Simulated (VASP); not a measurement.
```yaml
crystal:
  lattice:
    - [0.00000, 2.38803, 2.38803]
    - [2.38803, 0.00000, 2.38803]
    - [2.38803, 2.38803, 0.00000]
  atoms:
    - { symbol: Ca, position: [0.00000, 0.00000, 0.00000] }
    - { symbol: O, position: [0.50000, 0.50000, 0.50000] }
```

Method: PBEsol GGA, VASP's PBE PAW potentials (set 64) (plane waves; VASP). Settings: PREC = Normal, EDIFF = 1E-5, 450 eV cut-off, 11×11×11 Γ-centred mesh, Gaussian smearing of 0.050 eV, potentials Ca_sv O.

Task: Estimate the energy per atom (σ→0).

Result: 
```
Quantity                       Result
---------------------  --------------
energy per atom (σ→0)  -6707 meV/atom
```

Total energies compare only between runs with the same potentials, cut-off and functional.

The compound is CaO in the rock salt structure. It was relaxed first.
